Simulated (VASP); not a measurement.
```xyz
2
Lattice="0.0000 3.1331 3.1331 3.1331 0.0000 3.1331 3.1331 3.1331 0.0000" Properties=species:S:1:pos:R:3 pbc="T T T"
Ca     0.0000     0.0000     0.0000
Se     1.5665     1.5665     1.5665
```

All values below come from PBEsol GGA, VASP's PBE PAW potentials (set 64) (plane waves; VASP). Settings: 500 eV cut-off, 7×7×7 Γ-centred mesh, Gaussian smearing of 0.050 eV, potentials Ca_sv Se.

### Question
Predict the energy per atom (σ→0), pressure.

### Answer

- energy per atom (σ→0): -4.660 eV/atom
- pressure: 5.00 GPa

Total energies compare only between runs with the same potentials, cut-off and functional.

The structure was generated: CaSe was put into the zinc blende type (F-43m), which need not be its known phase. It was relaxed first under an external pressure of 5 GPa.
